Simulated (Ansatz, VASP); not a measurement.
# Si2Mo: VASP beside Ansatz, part 2 of 2

One calculation is typed for both programs; each brings its own data sets. How far apart do they land? The cell is taken from a series of runs on this material, whose earlier steps may have relaxed, scaled, displaced or heated it; both programs get it as it stands.

VASP 6.6.1 and Ansatz 0.2.0.

So far: The starting structure; VASP: zone-centre phonons, LDA.

## Step 3: Ansatz: zone-centre phonons, LDA

Level of this step: Ansatz beside VASP: Kohn-Sham DFT, plane waves, LDA (Ansatz).

Ansatz runs on its PAW soft_1 files.

The same cell, functional (in two slightly different forms), mesh and smearing now go to Ansatz, which takes its cutoff from its data sets.

File input.yaml:

```yaml
crystal:
  lattice:
    - [-1.5284643262, 1.5284643262, 3.7741048305]
    - [1.5284643262, -1.5284643262, 3.7741048305]
    - [1.5284643262, 1.5284643262, -3.7741048305]
  atoms:
    - { symbol: Si, position: [0.3337804065, 0.3337804065, 0.0] }
    - { symbol: Si, position: [0.6662195935, 0.6662195935, 0.0] }
    - { symbol: Mo, position: [0.0, 0.0, 0.0] }
kpoints:
  mp_grid: { grid: [20, 20, 20] }
hamiltonian:
  xc: lda
  pseudopotentials: { kind: paw, azcp: { folder: soft_1 }, xc_functional: pbe }
scf:
  occupations: { method: methfessel_paxton, width: 0.2 }
output:
  eigenvalues: true
phonons:
  method: dfpt
```

Started as:

```sh
$ ansatz run input.yaml --threads 4 --pin off --max-ram 10240MiB --backend cpu --events-out ev --progress --plain --runs-dir out
```

Numbers of over 12 decimals in the logs are rounded to 6 here.

Output:

```text
zone centre: on kpoints.mp_grid the ground state, and the responses unless they are solved on pairs of k-points, stand on 1166 of the mesh's 8000 k-points, reduced under 4 symmetry operations, with k and −k counted as one. Each operation leaves every solved displacement unchanged or reverses it
Engine: ansatz 0.2.0, x86_64-unknown-linux-gnu
Pseudopotentials: kind: paw
Pseudopotential: Si, paw, valence charge 4, recommended cutoff 420 eV (normal), soft_1/Si.paw.azcp
Pseudopotential: Mo, paw, valence charge 14, recommended cutoff 420 eV (normal), soft_1/Mo.paw.azcp
Functional definition: SPW92
  exchange = slater_x
  correlation = pw_c
Crystal: 3 atoms, lattice volume = 35.268 Å³
Basis set: ecut = 420 eV, 681 PW (Γ), exchange–correlation on 60×60×60 points (8 copies of the dense FFT grid, shifted against one another)
Bands: 15, of which v1, the nominal top of the filled ones, is band 11 counted from 1 (10 counted from 0)
Symmetry: 16 space group operations
k-points: 1166 of 8000 (irreducible under 4 space group operations, time reversal used)
Non-local potential: Si, projectors of the file, l = 0: 2, l = 1: 2, l = 2: 1
Non-local potential: Mo, projectors of the file, l = 0: 3, l = 1: 2, l = 2: 2, l = 3: 1
PAW form: soft (Blöchl's): semilocal exchange-correlation on the pseudo side does not see the compensation charge
PAW frozen core: Si, regenerated for the run's functional, and the local potential with it (the file was generated under x = pbe(κ = 0.804, μ = 0.219515), c = pbe(β = 0.066725))
PAW frozen core: Mo, regenerated for the run's functional, and the local potential with it (the file was generated under x = pbe(κ = 0.804, μ = 0.219515), c = pbe(β = 0.066725))
PAW one-centre angular grid: Si, 110 points (default); XC on 64 Gauss nodes
PAW one-centre angular grid: Mo, 590 points (default); XC on 64 Gauss nodes
Initial density: superposition of atomic densities (chi_scale 0.1, normalization cell, long waves kept (reshape's long-wave potential 0.00 eV rms))
Initial wavefunctions: pseudopotential atomic-orbital guess
Functional: x = slater, c = lda
SCF iter   1: F=—  HF=-6062.688753 eV  |F-HF|=—  |Δ(HF+E_count)|=         —  Δρ=9.17e-2  dr2=4.06e0  ethr=3.10e-3  ⟨swp⟩=5.6  Hψ=103737  notcnv=0
preconditioner: auto → Kerker (q_TF=auto, 2.522 Å⁻¹)  [metal: Δε(μ)=0.033 eV  Ē_g=8.915 eV  σ=0.200 eV  W_gap=0.14  n_scr=10 (ndim 8)  ℏωp=23.4 eV  f_vac=0.000  D(μ)=0.25/eV (n_scr^D=0)]
SCF iter   2: F=—  HF=-6061.694871 eV  |F-HF|=—  |Δ(HF+E_count)|=   9.94e-1  S|Δr|=    0.00e0  Δρ=3.36e-2  dr2=2.90e-1  ethr=3.10e-3  ⟨swp⟩=2.1  Hψ=42890  notcnv=0  defer=3
SCF iter   3: F=—  HF=-6061.631846 eV  |F-HF|=—  |Δ(HF+E_count)|=   6.30e-2  S|Δr|=    0.00e0  Δρ=1.38e-2  dr2=4.43e-2  ethr=1.32e-3  ⟨swp⟩=2.1  Hψ=26118  notcnv=0  defer=3
SCF iter   4: F=—  HF=-6061.622699 eV  |F-HF|=—  |Δ(HF+E_count)|=   9.15e-3  S|Δr|=    0.00e0  Δρ=2.22e-3  dr2=1.66e-3  ethr=2.01e-4  ⟨swp⟩=2.6  Hψ=25584  notcnv=0  defer=3
SCF iter   5: F=—  HF=-6061.622227 eV  |F-HF|=—  |Δ(HF+E_count)|=   4.73e-4  S|Δr|=    0.00e0  Δρ=3.46e-4  dr2=7.61e-5  ethr=7.56e-6  ⟨swp⟩=2.7  Hψ=28896  notcnv=0  defer=3
SCF iter   6: F=—  HF=-6061.622210 eV  |F-HF|=—  |Δ(HF+E_count)|=   1.67e-5  S|Δr|=    0.00e0  Δρ=3.77e-5  dr2=8.85e-7  ethr=3.46e-7  ⟨swp⟩=2.3  Hψ=23220  notcnv=0  defer=3
SCF iter   7: F=—  HF=-6061.622210 eV  |F-HF|=—  |Δ(HF+E_count)|=   3.22e-7  S|Δr|=    0.00e0  Δρ=5.92e-6  dr2=1.67e-8  ethr=4.02e-9  ⟨swp⟩=2.2  Hψ=23250  notcnv=0  defer=3
SCF iter   8: F=—  HF=-6061.622210 eV  |F-HF|=—  |Δ(HF+E_count)|=   1.95e-9  S|Δr|=    0.00e0  Δρ=9.71e-7  dr2=2.94e-10  ethr=7.60e-11  ⟨swp⟩=2.4  Hψ=28133  notcnv=0  defer=3
SCF iter   9: F=-6061.622210 eV  HF=-6061.622210 eV  |F-HF|=1.82e-12  |Δ(HF+E_count)|=  7.19e-11  S|Δr|=    0.00e0  Δρ=1.20e-7  dr2=3.72e-12  ethr=1.00e-12  ⟨swp⟩=4.5  Hψ=90783  notcnv=0
SCF 1 converged in 9 iterations: F = -6061.622210 eV  dr2 = 3.72e-12
  greatest PAW one-centre occupation: 0.998 electrons in one spin orbital (limit 2), on the Mo atom at site 2 (counted from 0), in its partial waves of l = 0
DFPT response loops at Γ: preconditioner auto → Kerker (q_TF=auto, 2.522 Å⁻¹) (partly filled bands, converged f_vac=0.000); β = 1.00, the filter's whole step (`scf.mixing.beta` (0.50) is not read by the response loops under this deck's `scf.mixing.preconditioner`; to damp them name `kerker` or `kerker_dos`, under which they read `scf.mixing.beta`, and type it under 1.00, their step now; both keys bind the ground state too); Broyden in place of MSR1
SCF converged after 9 iterations
Stability not checked: this state was not tested for a lower state beside it, because cold or Methfessel-Paxton smearing, or corrected tetrahedra, fill the levels in a way that the test cannot read (fill_not_monotonic; see scf.lower_state_search)
Free energy (F): -6061.622210 eV
Harris-Foulkes:  -6061.622210 eV  (|F-HF|=1.82e-12)
Internal energy: -6061.622471 eV  (E = F + TS)
E sigma→0 (E₀):  -6061.622275 eV
Entropy (-TS):   0.000261 eV (0.087 meV/atom)
Fermi energy:    18.284560 eV
--- Per-component energies (eV) ---
  E_band       = -0.332687
  E_kinetic    = 526.668585
  E_local      = -1046.605229  (includes V_loc(G=0)·N_el)
  E_nonlocal   = 202.104480
  E_hartree    = 407.357873
  E_xc         = -297.048615
  E_vxc        = -328.250486  (∫ρ·V_xc dr)
  E_paw        = -4071.266211  (= ΣΔE_a)
  E_vpaw       = -168.965923  (= ΣTr[D̂ρ^β])
  E_aug_tail   = 0.000128  (compensation charges beyond the density's cutoff)
  E_ewald      = -1783.474960
  E_core_change = 0.641477  (= ΣΔE_core)
  E_smearing   = 0.000261  (= −TS)
  E_closure    = 0.000000  (closes the sum)
  Σ components = -6061.622210   (vs F -6061.622210, Δ=0.00e0)
--- Band table (eV; the first three rows and the last of 1166) ---
  k-point 0: bands = [... 7 lower, 14.9874, 15.3135, 15.3135, 18.7987, 21.0286, 22.2924, 22.3590, 22.3590]
  k-point 1: bands = [... 7 lower, 14.6044, 15.0619, 15.8723, 18.4439, 21.3034, 21.9816, 22.2575, 22.4073]
  k-point 2: bands = [... 7 lower, 14.4511, 14.7179, 16.4886, 17.5756, 21.5193, 21.8775, 22.1963, 22.5316]
  k-point 1165: bands = [... 7 lower, 15.6439, 17.5927, 17.5927, 17.8904, 17.8904, 18.9701, 23.3839, 24.3738]
--- Phonons (Γ-DFPT): 4 representative perturbations + reference, on 1166 of 8000 k-points (Σ response iterations 12) ---
  k mesh reduced under 4 symmetry operations, with k and −k counted as one. Each operation leaves every solved displacement unchanged or reverses it
  ASR residual: 3.656e-5 → 0.000e0 eV/Å²; symmetrization residual: 7.080e-7 eV/Å²
  ASR residual per site (eV/Å²): 3.66e-5 3.66e-5 3.08e-5
  Γ frequencies (cm⁻¹): 0.00 0.00 0.00 341.35 341.35 391.63 404.12 404.12 503.97
  non-analytic LO–TO correction: not included (Born effective charges unavailable; polar crystals: no LO–TO splitting at Γ)
```

## Step 4: Comparison

Known differences besides the potentials themselves: the cutoff is 420 eV in Ansatz and 500 eV in VASP; VASP's log shows a relativistic correction to its local exchange, Ansatz's none. Total energies have different zeros and are not compared.

The two programs side by side:

```
                  quantity  Ansatz   VASP  difference
optical mode 1 to 2 (cm⁻¹)   341.4  342.8     -0.43 %
     optical mode 3 (cm⁻¹)   391.6  393.6     -0.49 %
optical mode 4 to 5 (cm⁻¹)   404.1  404.4     -0.06 %
     optical mode 6 (cm⁻¹)   504.0  503.9     +0.02 %
```

Modes are paired by rising frequency, not by their patterns, so a pair may set unlike modes beside each other; they are those without the splitting of longitudinal modes.

## Step 5: Summary of results

```json
{
  "r.m.s. difference of the optical zone-centre modes, each program's sorted by frequency (zone-centre phonons, LDA)": "1.2 cm⁻¹"
}
```

**Reading.** The r.m.s. difference of the optical zone-centre modes, each program's sorted by frequency is 1.2 cm⁻¹ (zone-centre phonons, LDA). How closely two codes agree says nothing of how well the functional describes the real material.

[Lines on the potential files, build, host, timing and source positions are cut from VASP's logs without a mark.]

[Logs are printed without paths, hosts, clocks, repeated set-up lines and the standing remarks that a program may print on its own settings, such as how far it seeks lower states.]

[Hosts, paths, dates, database ids (printed as entryN), source tags and the programs' standing remarks are cut or masked in the printed files.]
